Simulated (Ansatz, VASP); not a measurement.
# Two plane-wave programs on Al3BAs2

```
CELL_PARAMETERS angstrom
4.71827 0.00000 0.00000
-2.35913 4.08614 0.00000
0.00000 0.00000 5.06587
ATOMIC_POSITIONS crystal
Al 0.33333 0.66667 0.77846
Al 0.66667 0.33333 0.22154
Al 0.00000 0.00000 0.50000
B 0.00000 0.00000 0.00000
As 0.33333 0.66667 0.26773
As 0.66667 0.33333 0.73227
```

Change from the starting cell: species swapped into the Li3LaBi2 type (P-3m1, No. 164).

Alike in both runs: functional PBE; k mesh 6 × 6 × 4; occupations gaussian, width 0.1 eV; no spin polarisation.

Ansatz relaxed the structure, and its values are those at the end. VASP's run is a single point on that final structure, the one shown.

|  | VASP | Ansatz |
| --- | --- | --- |
| version | VASP 6.6.1 | Ansatz 0.2.0 |
| potentials or method | VASP PAW PBE potentials, release 64 (Al, B, As) | scalar-relativistic, plane waves, PAW |
| plane-wave cutoff (eV) | 520 | 420 |
| valence electrons in the cell | 22 | 42 |

|  | VASP | Ansatz | Ansatz less VASP |
| --- | --- | --- | --- |
| gap on the k mesh at the Fermi level (eV) | none | none | - |
| pressure (GPa) | 0.2 | 0.0 | -0.13 |

A gap of «none» marks a metal or a gap that the smearing closes. The two sets of potentials don't hold the same shells in valence.
